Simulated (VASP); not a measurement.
Input:

```xyz
2
Lattice="0.0000 3.1639 3.1639 3.1639 0.0000 3.1639 3.1639 3.1639 0.0000" Properties=species:S:1:pos:R:3 pbc="T T T"
Pt     0.0000     0.0000     0.0000
Te     1.5819     1.5819     1.5819
```

Calculation: PBE GGA, VASP's PBE PAW potentials (set 64) (plane waves; VASP). Settings: 400 eV cut-off, 9×9×9 Γ-centred mesh, first-order Methfessel-Paxton smearing of 0.10 eV, potentials Pt Te.

Energy and stress use the plane-wave basis of the starting cell.

Q: The ions, cell shape and volume are relaxed. Give the cell that the relaxation ends in.

A: 
```xyz
2
Lattice="0.0000 3.0121 3.0121 3.0121 0.0000 3.0121 3.0121 3.0121 0.0000" Properties=species:S:1:pos:R:3 pbc="T T T"
Pt     0.0000     3.0121     3.0121
Te     1.5060     1.5060     1.5060
```
Space group F-43m (216), at a tolerance of 0.03 Å.

Q: How do energy and volume change from the first to the last step?

A: The energy (σ→0) changes by -132.5 meV/atom and the volume by -13.7 %, in 4 ionic steps.

```csv
step,E(σ→0) (eV),max force (eV/Å),pressure (GPa),volume (Å³)
1,-9.1904,0.000,-8.44,63.34
2,-9.2769,0.000,11.79,49.25
3,-9.4552,0.000,-0.22,54.82
4,-9.4553,0.000,0.03,54.66
```

The structure was generated: PtTe was put into the zinc blende type (F-43m), which need not be its known phase. This run relaxes it. Symmetry was kept, so distortions that lower it aren't found.
